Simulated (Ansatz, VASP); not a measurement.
# Cross-check of Na6Zn4Si20O47 (glassy 74SiO2-15ZnO-11Na2O (mol %)) between VASP and Ansatz

Aim: how closely do two programs agree when they are given the same cell, functional and k mesh? The structure shown is the start of the Ansatz relaxation below; VASP solves that cell, so the two are compared at the walk's first step.

Main program and level: Ansatz 0.2.0; plane waves, with VASP 6.6.1 beside it; single point at RPBE.

## (1) Set-up

The cell holds 77 atoms: 20 Si, 4 Zn, 6 Na and 47 O. Its edges and angles: a = 10.120 Å, b = 10.120 Å, c = 10.120 Å, α = 90.0°, β = 90.0°, γ = 90.0°. As first built, before any earlier steps moved the atoms (in the runner's words): 77 atoms (20 Si, 4 Zn, 6 Na, 47 O) placed at random at 2.58 g/cm^3, melted at 4000 K for 10 ps at fixed volume with the Morse and Coulomb pair potential with partial charges (Pedone, Malavasi, Menziani, Cormack and Segre, J. Phys. Chem. B 110, 11780 (2006)). Quenched from 4000 K to 300 K at 50 K/ps and fixed volume, held 10 ps at zero pressure, then minimised at fixed cell.

## (2) Ansatz: relaxation, RPBE

Ansatz runs on its default PAW (the set named soft_2) files.

The two programs are compared at the cell with which this relaxation starts, whose forces are those of its first step.

File input.yaml:

```yaml
crystal:
  lattice:
    - [10.12009, 0.0, 0.0]
    - [0.0, 10.12009, 0.0]
    - [0.0, 0.0, 10.12009]
  atoms:
    - { symbol: Si, position: [0.61541, 0.79992, 0.7964] }
    - { symbol: Si, position: [0.81591, 0.10377, 0.3563] }
    - { symbol: Si, position: [0.55335, 0.97673, 0.32996] }
    - { symbol: Si, position: [0.46539, 0.78295, 0.54959] }
    - { symbol: Si, position: [0.51539, 0.56212, 0.16665] }
    - { symbol: Si, position: [0.38815, 0.13457, 0.12698] }
    - { symbol: Si, position: [0.16958, 0.18608, 0.60199] }
    - { symbol: Si, position: [0.45887, 0.29374, 0.6755] }
    - { symbol: Si, position: [0.90481, 0.36163, 0.24743] }
    - { symbol: Si, position: [0.07005, 0.71679, 0.6074] }
    - { symbol: Si, position: [0.57824, 0.08826, 0.88132] }
    - { symbol: Si, position: [0.84386, 0.6085, 0.42206] }
    - { symbol: Si, position: [0.54504, 0.49724, 0.88587] }
    - { symbol: Si, position: [0.24961, 0.64697, 0.07067] }
    - { symbol: Si, position: [0.18025, 0.34959, 0.11999] }
    - { symbol: Si, position: [0.55621, 0.49376, 0.46029] }
    - { symbol: Si, position: [0.73928, 0.77235, 0.19098] }
    - { symbol: Si, position: [0.08287, 0.97183, 0.41963] }
    - { symbol: Si, position: [0.84368, 0.41246, 0.94312] }
    - { symbol: Si, position: [0.14069, 0.9395, 0.11044] }
    - { symbol: Zn, position: [0.31716, 0.62805, 0.73744] }
    - { symbol: Zn, position: [0.84882, 8.0e-05, 0.034] }
    - { symbol: Zn, position: [0.0447, 0.16959, 0.89209] }
    - { symbol: Zn, position: [0.93124, 0.74032, 0.91661] }
    - { symbol: Na, position: [0.86082, 0.2856, 0.62436] }
    - { symbol: Na, position: [0.22543, 0.91965, 0.80283] }
    - { symbol: Na, position: [0.15262, 0.46228, 0.4311] }
    - { symbol: Na, position: [0.11011, 0.44398, 0.79216] }
    - { symbol: Na, position: [0.90281, 0.96943, 0.72549] }
    - { symbol: Na, position: [0.80482, 0.59264, 0.71993] }
    - { symbol: O, position: [0.27672, 0.62135, 0.92019] }
    - { symbol: O, position: [0.54452, 0.92957, 0.85466] }
    - { symbol: O, position: [0.4669, 0.0798, 0.25235] }
    - { symbol: O, position: [0.71023, 0.53751, 0.4796] }
    - { symbol: O, position: [0.69542, 0.44415, 0.8776] }
    - { symbol: O, position: [0.07594, 0.30365, 0.56511] }
    - { symbol: O, position: [0.15445, 0.30427, 0.97511] }
    - { symbol: O, position: [0.83232, 0.26428, 0.3524] }
    - { symbol: O, position: [0.27768, 0.02199, 0.09088] }
    - { symbol: O, position: [0.83263, 0.06862, 0.20812] }
    - { symbol: O, position: [0.54071, 0.17996, 0.75131] }
    - { symbol: O, position: [0.10401, 0.95301, 0.26482] }
    - { symbol: O, position: [0.04162, 0.00498, 0.00516] }
    - { symbol: O, position: [0.38926, 0.65961, 0.1561] }
    - { symbol: O, position: [0.47353, 0.8796, 0.42751] }
    - { symbol: O, position: [0.05427, 0.31401, 0.21559] }
    - { symbol: O, position: [0.19195, 0.50949, 0.13297] }
    - { symbol: O, position: [0.17367, 0.6001, 0.61446] }
    - { symbol: O, position: [0.67296, 0.05373, 0.40582] }
    - { symbol: O, position: [0.04084, 0.77322, 0.74982] }
    - { symbol: O, position: [0.52639, 0.48678, 0.30512] }
    - { symbol: O, position: [0.35437, 0.80009, 0.65531] }
    - { symbol: O, position: [0.52607, 0.36572, 0.54753] }
    - { symbol: O, position: [0.8379, 0.37857, 0.102] }
    - { symbol: O, position: [0.31575, 0.24322, 0.63972] }
    - { symbol: O, position: [0.50294, 0.47705, 0.0345] }
    - { symbol: O, position: [0.93258, 0.03446, 0.44234] }
    - { symbol: O, position: [0.72844, 0.08373, 0.9126] }
    - { symbol: O, position: [0.6, 0.80156, 0.63643] }
    - { symbol: O, position: [0.11047, 0.105, 0.72378] }
    - { symbol: O, position: [0.47275, 0.62366, 0.51024] }
    - { symbol: O, position: [0.91108, 0.50325, 0.32323] }
    - { symbol: O, position: [0.16658, 0.78244, 0.0834] }
    - { symbol: O, position: [0.84515, 0.80869, 0.08647] }
    - { symbol: O, position: [0.62717, 0.88118, 0.22321] }
    - { symbol: O, position: [0.30982, 0.26837, 0.16365] }
    - { symbol: O, position: [0.17938, 0.08121, 0.48026] }
    - { symbol: O, position: [0.65196, 0.64318, 0.15111] }
    - { symbol: O, position: [0.92371, 0.54684, 0.92402] }
    - { symbol: O, position: [0.90758, 0.30306, 0.85372] }
    - { symbol: O, position: [0.45544, 0.4226, 0.77807] }
    - { symbol: O, position: [0.09417, 0.83543, 0.5007] }
    - { symbol: O, position: [0.4865, 0.14256, 0.00095] }
    - { symbol: O, position: [0.80199, 0.73265, 0.33467] }
    - { symbol: O, position: [0.76611, 0.79428, 0.8245] }
    - { symbol: O, position: [0.55266, 0.65394, 0.84088] }
    - { symbol: O, position: [0.93461, 0.64609, 0.54395] }
kpoints:
  mp_grid: { grid: [1, 1, 1] }
hamiltonian:
  xc: rpbe
scf:
  occupations: { method: fixed }
output:
  forces: true
relax:
  f_tol: 0.05
  max_steps: 150
  cell: {}
```

Command:

```bash
$ ansatz run input.yaml --threads 4 --pin off --max-ram 8192MiB --backend cpu --events-out ev --progress --plain --runs-dir out
```

Numbers of over 12 decimals in the logs are rounded to 6 here.

Log:

```text
Engine: ansatz 0.2.0, x86_64-unknown-linux-gnu
Pseudopotentials: kind: paw
Pseudopotential: Si, paw, valence charge 4, recommended cutoff 420 eV (normal), Si.paw.azcp
Pseudopotential: Zn, paw, valence charge 12, recommended cutoff 420 eV (normal), Zn.paw.azcp
Pseudopotential: Na, paw, valence charge 9, recommended cutoff 420 eV (normal), Na.paw.azcp
Pseudopotential: O, paw, valence charge 6, recommended cutoff 420 eV (normal), O.paw.azcp
Functional definition: RPBE
  parameter kappa = 0.804
  parameter beta = 0.066725
  exchange = rpbe_x(kappa = kappa, mu = beta*pi^2/3)
  correlation = pbe_c(beta = beta)
Crystal: 77 atoms, lattice volume = 1036.461 Å³
Basis set: ecut = 420 eV, 20197 PW (Γ), exchange–correlation on 144×144×144 points (8 copies of the dense FFT grid, shifted against one another)
Bands: 309, of which v1, the nominal top of the filled ones, is band 232 counted from 1 (231 counted from 0)
Symmetry: 1 space group operations
Space group: P1 (ITA 1), of the structure as read, at distance tolerance 1.0e-4 Å
k-points: 1
Non-local potential: Si, projectors of the file, l = 0: 2, l = 1: 2, l = 2: 2
Non-local potential: Zn, projectors of the file, l = 0: 2, l = 1: 2, l = 2: 3, l = 3: 1
Non-local potential: Na, projectors of the file, l = 0: 3, l = 1: 2, l = 2: 1
Non-local potential: O, projectors of the file, l = 0: 2, l = 1: 2, l = 2: 1
PAW form: soft (Blöchl's): semilocal exchange-correlation on the pseudo side does not see the compensation charge
PAW frozen core: Si, regenerated for the run's functional, and the local potential with it (the file was generated under x = pbe(κ = 0.804, μ = 0.219515), c = pbe(β = 0.066725))
PAW frozen core: Zn, regenerated for the run's functional, and the local potential with it (the file was generated under x = pbe(κ = 0.804, μ = 0.219515), c = pbe(β = 0.066725))
PAW frozen core: Na, regenerated for the run's functional, and the local potential with it (the file was generated under x = pbe(κ = 0.804, μ = 0.219515), c = pbe(β = 0.066725))
PAW frozen core: O, regenerated for the run's functional, and the local potential with it (the file was generated under x = pbe(κ = 0.804, μ = 0.219515), c = pbe(β = 0.066725))
PAW one-centre angular grid: Si, 110 points (default); XC on 64 Gauss nodes
PAW one-centre angular grid: Zn, 590 points (default); XC on 64 Gauss nodes
PAW one-centre angular grid: Na, 110 points (default); XC on 64 Gauss nodes
PAW one-centre angular grid: O, 110 points (default); XC on 64 Gauss nodes
Initial density: superposition of atomic densities (neutral atoms: chi_scale 0, normalization atom), corrected by the library's trained network
Initial wavefunctions: pseudopotential atomic-orbital guess
Functional: x = rpbe, c = pbe(β = 0.066725)
SCF iter   1: F=—  HF=-61832.540256 eV  |F-HF|=—  |Δ(HF+E_count)|=         —  Δρ=4.27e-3  dr2=2.04e-1  ethr=1.77e-3  ⟨swp⟩=5.0  Hψ=1067  notcnv=0  defer=75
preconditioner: auto → Resta (q_TF=auto, 2.386 Å⁻¹)  ε∞=3.1  [insulator: Δε(μ)=3.368 eV  Ē_g=17.122 eV  n_scr=250 (ndim 8)  ℏωp=24.5 eV  f_vac=0.172  ε∞_Penn≈3.1]
SCF iter   2: F=—  HF=-61832.503495 eV  |F-HF|=—  |Δ(HF+E_count)|=   3.68e-2  Δρ=2.05e-3  dr2=3.60e-2  ethr=4.40e-5  ⟨swp⟩=2.0  Hψ=539  notcnv=0  defer=75
SCF iter   3: F=—  HF=-61832.504091 eV  |F-HF|=—  |Δ(HF+E_count)|=   5.97e-4  Δρ=9.08e-4  dr2=9.99e-3  ethr=7.77e-6  ⟨swp⟩=2.0  Hψ=368  notcnv=0  defer=68
automatic band count: iteration 3 solves 302 bands in place of 309: the levels show a gap, and the empty bands left out lie too high to hold charge; the band table lists the bands solved (type scf.n_extra_bands for more)
SCF iter   4: F=—  HF=-61832.504272 eV  |F-HF|=—  |Δ(HF+E_count)|=   1.80e-4  Δρ=3.67e-4  dr2=1.15e-3  ethr=2.15e-6  ⟨swp⟩=2.0  Hψ=384  notcnv=0  defer=68
SCF iter   5: F=—  HF=-61832.504085 eV  |F-HF|=—  |Δ(HF+E_count)|=   1.87e-4  Δρ=1.41e-4  dr2=2.38e-4  ethr=2.49e-7  ⟨swp⟩=2.0  Hψ=377  notcnv=0  defer=68
SCF iter   6: F=—  HF=-61832.504252 eV  |F-HF|=—  |Δ(HF+E_count)|=   1.67e-4  Δρ=7.00e-5  dr2=4.38e-5  ethr=5.12e-8  ⟨swp⟩=2.0  Hψ=409  notcnv=0  defer=68
SCF iter   7: F=—  HF=-61832.505425 eV  |F-HF|=—  |Δ(HF+E_count)|=   1.17e-3  Δρ=2.08e-5  dr2=4.21e-6  ethr=9.43e-9  ⟨swp⟩=2.0  Hψ=534  notcnv=0  defer=67
SCF iter   8: F=—  HF=-61832.505427 eV  |F-HF|=—  |Δ(HF+E_count)|=   2.23e-6  Δρ=7.91e-6  dr2=5.97e-7  ethr=9.08e-10  ⟨swp⟩=2.0  Hψ=469  notcnv=0  defer=67
SCF iter   9: F=—  HF=-61832.505427 eV  |F-HF|=—  |Δ(HF+E_count)|=   5.96e-7  Δρ=3.91e-6  dr2=1.24e-7  ethr=2.16e-11  ⟨swp⟩=4.0  Hψ=939  notcnv=0
SCF iter  10: F=-61832.505427 eV  HF=-61832.505427 eV  |F-HF|=6.44e-9  |Δ(HF+E_count)|=   1.01e-8  Δρ=1.54e-6  dr2=1.97e-8  ethr=2.16e-11  ⟨swp⟩=4.0  Hψ=903  notcnv=0
SCF 1 converged in 10 iterations: F = -61832.505427 eV  dr2 = 1.97e-8
[...]
atom  44  O     -0.00164101     0.00157967    -0.00272739
  atom  45  O     -0.00316832    -0.00090206    -0.00662901
  atom  46  O     -0.00651396     0.00121890     0.00244085
  atom  47  O     -0.00168670    -0.01107317    -0.00442961
  atom  48  O     -0.00575853     0.00212676     0.00376006
  atom  49  O      0.00110073    -0.00151029    -0.00408226
  atom  50  O      0.00063328     0.00264312     0.00420743
  atom  51  O      0.00759880    -0.00387252     0.00243392
  atom  52  O      0.00208721    -0.00263712    -0.00443799
  atom  53  O     -0.00506507    -0.00471938    -0.00208896
  atom  54  O     -0.00214889    -0.00746833    -0.00040545
  atom  55  O     -0.01780939     0.01716168     0.00369453
  atom  56  O     -0.00076754     0.00022344    -0.00219531
  atom  57  O      0.00103914    -0.00019718    -0.00094479
  atom  58  O      0.00300849    -0.00149797     0.00263644
  atom  59  O      0.00055071    -0.00381161     0.00838787
  atom  60  O      0.00304106     0.00658223    -0.01003502
  atom  61  O      0.00423076    -0.00457326    -0.00038342
  atom  62  O      0.00013545    -0.00223932    -0.00110325
  atom  63  O      0.00426160     0.00162640     0.01349379
  atom  64  O      0.00051988    -0.00175765     0.00112996
  atom  65  O     -0.00094727     0.00032233    -0.00254580
  atom  66  O     -0.00379329     0.00098400     0.00309302
  atom  67  O     -0.00007724    -0.00193351    -0.00748860
  atom  68  O      0.00883013    -0.00693520    -0.00054316
  atom  69  O      0.00221266    -0.00898503     0.00456217
  atom  70  O      0.00232548    -0.00243202    -0.00355259
  atom  71  O      0.00304196     0.00402747    -0.00399206
  atom  72  O     -0.00610040    -0.00339718    -0.00475779
  atom  73  O     -0.00671736    -0.00499506    -0.00332266
  atom  74  O     -0.00092249    -0.00002045     0.00407432
  atom  75  O      0.00561258     0.00785949     0.00293785
  atom  76  O      0.00019850    -0.00745582     0.00651875
  atom  77  O     -0.00758636    -0.00086203     0.00461362
  max |Σ_I F_I| component: 7.45e-5 eV/Å
--- Stress (GPa, compression-positive) ---
        0.006854      -0.002738      -0.004557
       -0.002736       0.000183       0.008115
       -0.004558       0.008114       0.001216
  P = ⅓ Tr σ = 0.0028 GPa (0.028 kbar)
--- Relaxed structure (23 steps of the walk, 19 accepted, 3 SCFs on fresh bases) ---
  F+E_penalty+E_count = -61837.36851504 eV   max|allowed force component| = 2.458e-2 eV/Å   (the final SCF, on the basis selected at the relaxed cell)
  cell:  # Å, volume = 1089.6630 Å³
    - [10.657444, 0.229460, 0.032523]
    - [0.229460, 10.158275, 0.253155]
    - [0.032523, 0.253155, 10.076399]
  atoms:
    - { symbol: Si, position: [0.597691, 0.782559, 0.806667] }
    - { symbol: Si, position: [0.822131, 0.111594, 0.340176] }
    - { symbol: Si, position: [0.573798, 0.982534, 0.317413] }
    - { symbol: Si, position: [0.482441, 0.782758, 0.549048] }
    - { symbol: Si, position: [0.522710, 0.564481, 0.163044] }
    - { symbol: Si, position: [0.382435, 0.123273, 0.122986] }
    - { symbol: Si, position: [0.183695, 0.196881, 0.617662] }
    - { symbol: Si, position: [0.465574, 0.290071, 0.676751] }
    - { symbol: Si, position: [0.912077, 0.364842, 0.239778] }
    - { symbol: Si, position: [0.041294, 0.726484, 0.608716] }
    - { symbol: Si, position: [0.571343, 0.066355, 0.880068] }
    - { symbol: Si, position: [0.838829, 0.603586, 0.412167] }
    - { symbol: Si, position: [0.550949, 0.480984, 0.887667] }
    - { symbol: Si, position: [0.256788, 0.650218, 0.083727] }
    - { symbol: Si, position: [0.178585, 0.353913, 0.119450] }
    - { symbol: Si, position: [0.570580, 0.496904, 0.462423] }
    - { symbol: Si, position: [0.732601, 0.771183, 0.181222] }
    - { symbol: Si, position: [0.075985, 0.992899, 0.433108] }
    - { symbol: Si, position: [0.845654, 0.397707, 0.931777] }
    - { symbol: Si, position: [0.147489, 0.941222, 0.127012] }
    - { symbol: Zn, position: [0.286550, 0.672946, 0.741487] }
    - { symbol: Zn, position: [0.847943, 0.000337878, 0.030067] }
    - { symbol: Zn, position: [0.062805, 0.172526, 0.906174] }
    - { symbol: Zn, position: [0.908043, 0.715375, 0.917916] }
    - { symbol: Na, position: [0.885458, 0.274336, 0.613893] }
    - { symbol: Na, position: [0.294358, 0.948871, 0.825704] }
    - { symbol: Na, position: [0.147988, 0.476212, 0.433224] }
    - { symbol: Na, position: [0.103934, 0.448962, 0.782320] }
    - { symbol: Na, position: [0.814963, 0.941541, 0.692832] }
    - { symbol: Na, position: [0.781858, 0.595311, 0.706219] }
    - { symbol: O, position: [0.257880, 0.648868, 0.924616] }
    - { symbol: O, position: [0.516813, 0.913081, 0.862100] }
    - { symbol: O, position: [0.467929, 0.087222, 0.254970] }
    - { symbol: O, position: [0.722606, 0.523077, 0.486975] }
    - { symbol: O, position: [0.697843, 0.430518, 0.868149] }
    - { symbol: O, position: [0.087954, 0.321726, 0.590037] }
    - { symbol: O, position: [0.142958, 0.328817, 0.970204] }
    - { symbol: O, position: [0.835276, 0.274920, 0.353865] }
    - { symbol: O, position: [0.285180, 0.00706909, 0.087619] }
    - { symbol: O, position: [0.851252, 0.085579, 0.191244] }
    - { symbol: O, position: [0.540674, 0.155728, 0.738168] }
    - { symbol: O, position: [0.108440, 0.982602, 0.276264] }
    - { symbol: O, position: [0.047632, -0.00325947, 0.011975] }
    - { symbol: O, position: [0.396061, 0.661537, 0.156885] }
    - { symbol: O, position: [0.500001, 0.880179, 0.417436] }
    - { symbol: O, position: [0.061598, 0.317913, 0.226824] }
    - { symbol: O, position: [0.202913, 0.510385, 0.152801] }
    - { symbol: O, position: [0.155986, 0.615206, 0.626913] }
    - { symbol: O, position: [0.683165, 0.060732, 0.395484] }
    - { symbol: O, position: [-0.015241, 0.787173, 0.742682] }
    - { symbol: O, position: [0.539431, 0.478804, 0.305844] }
    - { symbol: O, position: [0.360425, 0.813604, 0.639319] }
    - { symbol: O, position: [0.546538, 0.362166, 0.553267] }
    - { symbol: O, position: [0.838810, 0.381739, 0.097646] }
[...]
- { symbol: O, position: [0.899615, 0.269226, 0.856987] }
    - { symbol: O, position: [0.456551, 0.400798, 0.793760] }
    - { symbol: O, position: [0.081473, 0.843358, 0.500352] }
    - { symbol: O, position: [0.478123, 0.133603, -0.00698479] }
    - { symbol: O, position: [0.782100, 0.736331, 0.335145] }
    - { symbol: O, position: [0.740606, 0.769675, 0.845649] }
    - { symbol: O, position: [0.528150, 0.639590, 0.838681] }
    - { symbol: O, position: [0.927327, 0.641707, 0.534772] }
```

Reading the cycles: dr2 is the Hartree energy of the density residual (eV), the measure of convergence; HF is the Harris–Foulkes estimate of the energy, which meets the free energy F at convergence.

[end of part 1 of 2]

[Lines on the potential files, build, host, timing and source positions are cut from VASP's logs without a mark.]

[Logs are printed without paths, hosts, clocks, repeated set-up lines and the standing remarks that a program may print on its own settings, such as how far it seeks lower states.]

[Hosts, paths, dates, database ids (printed as entryN), source tags and the programs' standing remarks are cut or masked in the printed files.]
